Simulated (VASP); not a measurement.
These are PBEsol GGA, VASP's PBE PAW potentials (set 64) (plane waves; VASP) values and carry that method's errors.

Input for VASP

### INCAR
```
# general
SYSTEM  = W
PREC    = Accurate
ENCUT   = 400
LREAL   = .FALSE.
LASPH   = .TRUE.

# electronic loop
EDIFF   = 1E-7
NELM    = 100
ALGO    = Normal
LMAXMIX = 6

# smearing
ISMEAR  = -5

# functional
GGA     = PS

# ions
ISIF    = 2

# output
LWAVE   = .FALSE.
LCHARG  = .TRUE.
LORBIT  = 11
NEDOS   = 601
```

File KPOINTS:
```
Regular mesh
0
G
  18 18 18
0 0 0
```

File POSCAR:
```
W
1
   -1.5786153417     1.5786153417     1.5786153417
    1.5786153417    -1.5786153417     1.5786153417
    1.5786153417     1.5786153417    -1.5786153417
W
1
Direct
  0.0000000000   0.0000000000   0.0000000000
```

POTCAR, in this order: W_sv (PBE.64 set). Program: vasp_std.

Unless said otherwise, spin-orbit coupling is left out, though it shifts the bands of the heavy elements here.

Problem. Predict the energy per atom (σ→0), band gap (on the k-mesh).

Solution. 
energy per atom (σ→0): -13.805 eV/atom
band gap (on the k-mesh): none (metal, semimetal or under 0.01 eV)

**OSZICAR**
```
...
DAV:   7    -0.138104477841E+02    0.14325E+00   -0.32413E-01  4743   0.697E+00    0.618E-01
DAV:   8    -0.138052014608E+02    0.52463E-02   -0.40568E-03  4407   0.974E-01    0.792E-02
DAV:   9    -0.138051747049E+02    0.26756E-04   -0.12129E-04  4933   0.128E-01    0.449E-02
DAV:  10    -0.138051826050E+02   -0.79002E-05   -0.10706E-05  4628   0.458E-02    0.848E-03
DAV:  11    -0.138051842458E+02   -0.16407E-05   -0.19427E-07  4208   0.503E-03    0.646E-04
DAV:  12    -0.138051839224E+02    0.32338E-06   -0.47417E-09  2352   0.808E-04    0.189E-04
DAV:  13    -0.138051839001E+02    0.22271E-07   -0.49440E-10  2208   0.282E-04
   1 F= -.13805184E+02 E0= -.13805184E+02  d E =0.000000E+00
```

The structure comes from a measured W entry (Im-3m) of the Crystallography Open Database, whose conditions weren't checked. It was relaxed first.
